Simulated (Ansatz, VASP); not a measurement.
## Cross-check of BN (6H polytype (invented)) between VASP and Ansatz

One calculation is typed for both programs; each brings its own data sets. How far apart do they land? The cell is generated by rule, not measured, and may not be a known phase. The cell is taken from a series of runs on this material, whose earlier steps may have relaxed, scaled, displaced or heated it; both programs get it as it stands.

Program: Ansatz 0.2.0. Level of theory: plane waves, with VASP 6.6.1 beside it; relaxation of cell and atoms at r2SCAN. Results are calculated unless marked as measured.

## Step 1: The starting structure

It takes space group P6_3mc (No. 186, hexagonal). Conventional cell: a = 2.549 Å, b = 2.549 Å, c = 12.540 Å, α = 90.00°, β = 90.00°, γ = 120.00°. Nearest to B lie 4 N at 1.56 to 1.58 Å. B has 4 N at 1.56 Å nearest. Nearest to B lie 4 N at 1.56 Å. Nearest to N lie 4 B at 1.56 to 1.58 Å. Nearest to N lie 4 B at 1.56 Å. Nearest to N lie 4 B at 1.56 Å. Farther neighbours and most contacts between anions are not listed.

Structure file:

```
B N
1.0
     2.54879    0.00000    0.00000
    -1.27439    2.20731    0.00000
     0.00000    0.00000   12.54024
B N
6 6
Direct
  0.00000 0.00000 0.99972
  0.33333 0.66667 0.16711
  0.66667 0.33333 0.33322
  0.00000 0.00000 0.49972
  0.66667 0.33333 0.66711
  0.33333 0.66667 0.83322
  0.00000 0.00000 0.12538
  0.33333 0.66667 0.29171
  0.66667 0.33333 0.45786
  0.00000 0.00000 0.62538
  0.66667 0.33333 0.79171
  0.33333 0.66667 0.95786
```

## Step 2: Ansatz: relaxation of cell and atoms, r2SCAN

Ansatz runs on its PAW soft_1 files.

The relaxed volume is the usual yardstick between codes: in a stiff, nearly cubic crystal its relative difference is about their pressure difference at one cell divided by the bulk modulus.

Input file input.yaml:

```yaml
crystal:
  lattice:
    - [2.5487852811, 0.0, 0.0]
    - [-1.2743926406, 2.2073128022, 0.0]
    - [0.0, 0.0, 12.5402358949]
  atoms:
    - { symbol: B, position: [0.0, 0.0, -0.0002843483] }
    - { symbol: B, position: [0.3333333333, 0.6666666667, 0.16711046] }
    - { symbol: B, position: [0.6666666667, 0.3333333333, 0.3332189752] }
    - { symbol: B, position: [0.0, 0.0, 0.4997156517] }
    - { symbol: B, position: [0.6666666667, 0.3333333333, 0.66711046] }
    - { symbol: B, position: [0.3333333333, 0.6666666667, 0.8332189752] }
    - { symbol: "N", position: [0.0, 0.0, 0.12538499] }
    - { symbol: "N", position: [0.3333333333, 0.6666666667, 0.2917096206] }
    - { symbol: "N", position: [0.6666666667, 0.3333333333, 0.4578603025] }
    - { symbol: "N", position: [0.0, 0.0, 0.62538499] }
    - { symbol: "N", position: [0.6666666667, 0.3333333333, 0.7917096206] }
    - { symbol: "N", position: [0.3333333333, 0.6666666667, 0.9578603025] }
kpoints:
  mp_grid: { grid: [9, 9, 2] }
hamiltonian:
  xc: r2scan
  pseudopotentials: { kind: paw, azcp: { folder: soft_1 } }
scf:
  occupations: { method: fixed }
output:
  forces: true
  stress: true
  eigenvalues: true
basis:
  ecutwfc: 600.0
relax:
  adjacent_minimum: "off"
  f_tol: 0.001
  max_steps: 60
  cell: { stress_tol: 0.01 }
```

On the command line:

```
$ ansatz run input.yaml --threads 4 --pin off --max-ram 10240MiB --backend cpu --events-out ev --progress --plain --runs-dir out
```

Numbers of over 12 decimals in the logs are rounded to 6 here.

Output:

```text
Engine: ansatz 0.2.0, aarch64-unknown-linux-gnu
Pseudopotentials: kind: paw
Pseudopotential: B, paw, valence charge 3, recommended cutoff 500 eV (meta_gga), soft_1/B.paw.azcp
Pseudopotential: N, paw, valence charge 5, recommended cutoff 500 eV (meta_gga), soft_1/N.paw.azcp
Functional definition: r2SCAN
  parameter k0 = 0.174
  parameter k1 = 0.065
  parameter a1 = 4.9479
  exchange = r2scan_x(k0 = k0, k1 = k1, a1 = a1)
  correlation = r2scan_c
Crystal: 12 atoms, lattice volume = 70.551 Å³
Basis set: ecut = 600 eV, 2355 PW (Γ), exchange–correlation on 96×96×432 points (64 copies of the dense FFT grid, shifted against one another)
Bands: 36, of which v1, the nominal top of the filled ones, is band 24 counted from 1 (23 counted from 0)
Symmetry: 12 space group operations
Space group: P63mc (ITA 186), of the structure as read, at distance tolerance 4.1e-5 Å
k-points: 24 of 162
Non-local potential: B, projectors of the file, l = 0: 2, l = 1: 2, l = 2: 1
Non-local potential: N, projectors of the file, l = 0: 2, l = 1: 2, l = 2: 1
PAW form: soft (Blöchl's): semilocal exchange-correlation on the pseudo side does not see the compensation charge
PAW frozen core: B, regenerated for the run's functional (the file was generated under x = pbe(κ = 0.804, μ = 0.219515), c = pbe(β = 0.066725))
PAW frozen core: N, regenerated for the run's functional (the file was generated under x = pbe(κ = 0.804, μ = 0.219515), c = pbe(β = 0.066725))
PAW one-centre angular grid: B, 302 points (default); XC on 223 of its mesh's 2233 points in the sphere
PAW one-centre angular grid: N, 302 points (default); XC on 160 Gauss nodes
Initial density: superposition of atomic densities (chi_scale 0.1, normalization cell, long waves kept (reshape's long-wave potential 0.00 eV rms))
Initial wavefunctions: pseudopotential atomic-orbital guess
Functional: x = r2scan, c = r2scan; τ floored in thin density (d = 2e-4 eV/Å³)
SCF iter   1: F=—  HF=-3265.520824 eV  |F-HF|=—  |Δ(HF+E_count)|=         —  Δρ=1.46e-1  dr2=1.21e1  dr2_τ=2.95e0  ethr=3.10e-3  ⟨swp⟩=4.8  Hψ=3374  notcnv=0  defer=229
preconditioner: auto → none  [insulator: Δε(μ)=6.736 eV  Ē_g=19.445 eV  n_scr=10 (ndim 8)  ℏωp=30.6 eV  f_vac=0.000  ε∞_Penn≈3.5]
SCF iter   2: F=—  HF=-3263.802369 eV  |F-HF|=—  |Δ(HF+E_count)|=    1.72e0  Δρ=6.09e-2  dr2=1.29e0  dr2_τ=3.46e-1  ethr=3.10e-3  ⟨swp⟩=2.9  Hψ=1802  notcnv=0  defer=228
SCF iter   3: F=—  HF=-3263.964689 eV  |F-HF|=—  |Δ(HF+E_count)|=   1.62e-1  Δρ=2.53e-2  dr2=2.38e-1  dr2_τ=1.67e-2  ethr=2.68e-3  ⟨swp⟩=3.0  Hψ=1314  notcnv=0  defer=232
SCF iter   4: F=—  HF=-3264.002921 eV  |F-HF|=—  |Δ(HF+E_count)|=   3.82e-2  Δρ=1.92e-3  dr2=1.63e-3  dr2_τ=1.73e-4  ethr=4.96e-4  ⟨swp⟩=3.0  Hψ=1332  notcnv=0  defer=236
SCF iter   5: F=—  HF=-3264.003866 eV  |F-HF|=—  |Δ(HF+E_count)|=   9.45e-4  Δρ=1.14e-3  dr2=2.33e-3  dr2_τ=9.18e-5  ethr=3.39e-6  ⟨swp⟩=3.1  Hψ=1358  notcnv=0  defer=238
SCF iter   6: F=—  HF=-3264.003225 eV  |F-HF|=—  |Δ(HF+E_count)|=   6.41e-4  Δρ=1.70e-4  dr2=1.11e-5  dr2_τ=9.72e-7  ethr=3.39e-6  ⟨swp⟩=2.8  Hψ=1191  notcnv=0  defer=238
SCF iter   7: F=—  HF=-3264.003231 eV  |F-HF|=—  |Δ(HF+E_count)|=   5.30e-6  Δρ=4.02e-5  dr2=8.13e-7  dr2_τ=1.12e-7  ethr=2.31e-8  ⟨swp⟩=2.0  Hψ=1434  notcnv=0  defer=229
SCF iter   8: F=-3264.003231 eV  HF=-3264.003231 eV  |F-HF|=3.94e-8  |Δ(HF+E_count)|=   4.70e-9  Δρ=1.37e-5  dr2=4.69e-8  dr2_τ=6.90e-9  ethr=2.08e-10  ⟨swp⟩=15.5  Hψ=5643  notcnv=0
SCF 1 converged in 8 iterations: F = -3264.003231 eV  dr2 = 4.69e-8
  greatest PAW one-centre occupation: 0.801 electrons in one spin orbital (limit 2), on the N atom at site 8 (counted from 0), in its partial waves of l = 0
relax step   1: F+E_penalty+E_count = -3264.00323065 eV  Δ(F+E_penalty+E_count) = +0.000e0 eV  max|allowed force component| = 9.783e-4 eV/Å  Δτ_max = 0.0000 Å  P = -0.001 GPa  Ω = 70.551 Å³  (8 SCF iters, dr2 threshold 1.00e-7 eV, accepted)
[...]
relax step   2: F+E_penalty+E_count = -3264.00323067 eV  Δ(F+E_penalty+E_count) = -1.697e-8 eV  max|allowed force component| = 1.007e-3 eV/Å  Δτ_max = 0.0000 Å  P = -0.001 GPa  Ω = 70.551 Å³  stress off target by 1.50e-3 GPa  SCF on the basis re-selected at this cell (its energy is not comparable with the rows above)  (6 SCF iters)
[...]
relax step   3: F+E_penalty+E_count = -3264.00323072 eV  Δ(F+E_penalty+E_count) = -5.323e-8 eV  max|allowed force component| = 4.433e-4 eV/Å  Δτ_max = 0.0000 Å  P = -0.001 GPa  Ω = 70.551 Å³  (4 SCF iters, dr2 threshold 6.33e-11 eV, accepted)
[...]
relax step   4: F+E_penalty+E_count = -3264.00323072 eV  Δ(F+E_penalty+E_count) = -7.276e-12 eV  max|allowed force component| = 4.447e-4 eV/Å  Δτ_max = 0.0000 Å  P = -0.001 GPa  Ω = 70.551 Å³  stress off target by 1.47e-3 GPa  SCF on the basis re-selected at this cell (its energy is not comparable with the rows above)  (4 SCF iters)
basis re-selected at this cell: Δ(F+E_penalty+E_count) = -7.276e-12 eV, ΔP = +0.000 GPa vs the last step (what re-selecting the basis moved, of the pressure what is left beyond the Pulay correction that the steps carried, after the strain that the cell walked since its last selection, with what the two solves' SCF thresholds leave and, on support functions, any second-order correction that the steps lacked; it is no  [...]
SCF converged after 4 iterations
Free energy (F): -3264.003231 eV
Harris-Foulkes:  -3264.003231 eV  (|F-HF|=9.09e-13)
Internal energy: -3264.003231 eV  (E = F + TS)
E sigma→0 (E₀):  -3264.003231 eV
Fermi energy:    11.122258 eV
--- Per-component energies (eV) ---
  E_band       = 133.326809
  E_kinetic    = 1105.393997
  E_local      = -952.633313  (includes V_loc(G=0)·N_el)
  E_nonlocal   = 249.640915
  E_hartree    = 297.514972
  E_xc         = -552.091134
  E_vxc        = -760.073239  (∫ρ·V_xc dr)
  E_paw        = -1259.023882  (= ΣΔE_a)
  E_vpaw       = -145.483484  (= ΣTr[D̂ρ^β])
  E_aug_tail   = 0.000154  (compensation charges beyond the density's cutoff)
  E_vtau       = 41.451835  (kinetic-family band-sum trace: ∫τ·v_τ [+ j·A + Jᵃ·Aᵃ] dr)
  E_ewald      = -2152.516898
  E_core_change = -0.288042  (= ΣΔE_core)
  E_smearing   = -0.000000  (= −TS)
  E_closure    = 0.000000  (closes the sum)
  Σ components = -3264.003231   (vs F -3264.003231, Δ=0.00e0)
--- Forces (eV/Å), atoms counted from 1 ---
  atom   1  B      0.00000000     0.00000000    -0.00027159
  atom   2  B      0.00000000    -0.00000000     0.00034888
  atom   3  B      0.00000000    -0.00000000     0.00041633
  atom   4  B      0.00000000    -0.00000000    -0.00027159
  atom   5  B     -0.00000000     0.00000000     0.00034888
  atom   6  B      0.00000000     0.00000000     0.00041633
  atom   7  N      0.00000000    -0.00000000     0.00020695
  atom   8  N      0.00000000     0.00000000    -0.00045387
  atom   9  N     -0.00000000     0.00000000    -0.00030166
  atom  10  N     -0.00000000     0.00000000     0.00020695
  atom  11  N     -0.00000000    -0.00000000    -0.00045387
  atom  12  N      0.00000000    -0.00000000    -0.00030166
  max |Σ_I F_I| component: 1.10e-4 eV/Å
--- Stress (GPa, compression-positive) ---
       -0.000391       0.000000      -0.000000
        0.000000      -0.000391       0.000000
       -0.000000       0.000000      -0.001473
  P = ⅓ Tr σ = -0.0008 GPa (-0.008 kbar)
--- Band table (eV; the first three rows and the last of 24) ---
  k-point 0: bands = [... 20 lower, 10.5214, 11.0331, 11.1223, 11.1223, 20.5288, 20.5288, 20.6530, 21.0564, ... 8 higher]
  k-point 1: bands = [... 20 lower, 10.9378, 10.9378, 10.9378, 10.9378, 20.7768, 20.7768, 20.7768, 20.7768, ... 8 higher]
  k-point 2: bands = [... 20 lower, 10.1118, 10.1738, 10.7723, 10.8679, 20.1066, 20.5809, 20.6223, 21.0082, ... 8 higher]
  k-point 23: bands = [... 20 lower, 7.0219, 7.0219, 7.4449, 7.4449, 19.0290, 19.0290, 20.2080, 20.2080, ... 8 higher]
--- Relaxed structure (2 steps of the walk, 2 accepted, 2 SCFs on fresh bases) ---
  F+E_penalty+E_count = -3264.00323072 eV   max|allowed force component| = 4.447e-4 eV/Å   (the final SCF, on the basis selected at the relaxed cell)
  cell:  # Å, volume = 70.5509 Å³
    - [2.548785, 2.8867441930888523e-11, 0.0]
    - [-1.274393, 2.207313, 0.0]
    - [0.0, 0.0, 12.5402358949]
  atoms:
    - { symbol: B, position: [0, 0, -0.000284759] }
    - { symbol: B, position: [0.333333, 0.666667, 0.167111] }
    - { symbol: B, position: [0.666667, 0.333333, 0.333220] }
    - { symbol: B, position: [0, 0, 0.499715] }
    - { symbol: B, position: [0.666667, 0.333333, 0.667111] }
    - { symbol: B, position: [0.333333, 0.666667, 0.833220] }
    - { symbol: N, position: [0, 0, 0.125385] }
    - { symbol: N, position: [0.333333, 0.666667, 0.291709] }
    - { symbol: N, position: [0.666667, 0.333333, 0.457859] }
    - { symbol: N, position: [0, 0, 0.625385] }
    - { symbol: N, position: [0.666667, 0.333333, 0.791709] }
    - { symbol: N, position: [0.333333, 0.666667, 0.957859] }
```

(Part 1 of 2 ends here.)

[Lines on the potential files, build, host, timing and source positions are cut from VASP's logs without a mark.]

[Logs are printed without paths, hosts, clocks, repeated set-up lines and the standing remarks that a program may print on its own settings, such as how far it seeks lower states.]

[Hosts, paths, dates, database ids (printed as entryN), source tags and the programs' standing remarks are cut or masked in the printed files.]
